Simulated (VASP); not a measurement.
Here is the system:

```yaml
crystal:
  lattice:
    - [-1.68171, 1.68171, 4.77038]
    - [1.68171, -1.68171, 4.77038]
    - [1.68171, 1.68171, -4.77038]
  atoms:
    - { symbol: Rh, position: [0.74358, 0.74358, 0.00000] }
    - { symbol: Rh, position: [0.49358, 0.99358, 0.50000] }
    - { symbol: Si, position: [0.17242, 0.17242, 0.00000] }
    - { symbol: Si, position: [0.92242, 0.42242, 0.50000] }
```

Calculation: PBEsol GGA, VASP's PBE PAW potentials (set 64) (plane waves; VASP). Settings: 400 eV cut-off, Gaussian smearing of 0.050 eV, potentials Rh_pv Si.

Problem. Give the energies of bands 9 to 22 at the high-symmetry points, in eV from the Fermi level.

Solution. 
```json
[
 {"band": "9", "Γ": "-6.45", "X": "-5.76", "P": "-5.80", "N": "-6.81", "M": "-5.18", "S": "-7.32", "R": "-5.83"},
 {"band": "10", "Γ": "-4.85", "X": "-5.76", "P": "-5.80", "N": "-6.36", "M": "-5.18", "S": "-6.05", "R": "-5.83"},
 {"band": "11", "Γ": "-4.08", "X": "-5.29", "P": "-5.20", "N": "-5.12", "M": "-4.71", "S": "-5.14", "R": "-5.25"},
 {"band": "12", "Γ": "-4.05", "X": "-5.29", "P": "-5.20", "N": "-4.60", "M": "-4.71", "S": "-4.47", "R": "-5.25"},
 {"band": "13", "Γ": "-4.05", "X": "-3.37", "P": "-3.55", "N": "-4.42", "M": "-3.64", "S": "-4.20", "R": "-3.38"},
 {"band": "14", "Γ": "-3.39", "X": "-3.37", "P": "-3.55", "N": "-3.33", "M": "-3.64", "S": "-3.60", "R": "-3.38"},
 {"band": "15", "Γ": "-3.26", "X": "-2.65", "P": "-2.46", "N": "-3.27", "M": "-2.95", "S": "-3.00", "R": "-2.77"},
 {"band": "16", "Γ": "-3.22", "X": "-2.65", "P": "-2.46", "N": "-2.66", "M": "-2.95", "S": "-2.85", "R": "-2.77"},
 {"band": "17", "Γ": "-3.22", "X": "-1.81", "P": "-1.78", "N": "-1.96", "M": "-1.34", "S": "-1.83", "R": "-1.77"},
 {"band": "18", "Γ": "-2.45", "X": "-1.81", "P": "-1.78", "N": "-1.81", "M": "-1.34", "S": "-1.76", "R": "-1.77"},
 {"band": "19", "Γ": "0.59", "X": "-1.02", "P": "-1.08", "N": "-1.61", "M": "-0.47", "S": "-1.65", "R": "-0.94"},
 {"band": "20", "Γ": "2.10", "X": "-1.02", "P": "-1.08", "N": "0.53", "M": "-0.47", "S": "0.26", "R": "-0.94"},
 {"band": "21", "Γ": "2.10", "X": "2.14", "P": "2.29", "N": "1.83", "M": "3.76", "S": "2.05", "R": "2.25"},
 {"band": "22", "Γ": "2.96", "X": "2.14", "P": "2.29", "N": "3.82", "M": "3.76", "S": "4.46", "R": "2.25"}
]
```

It has no gap at this level: it comes out as a metal or semimetal.

The structure was generated: SiRh was put into the NbAs type (I4_1md), which need not be its known phase. It was relaxed first.
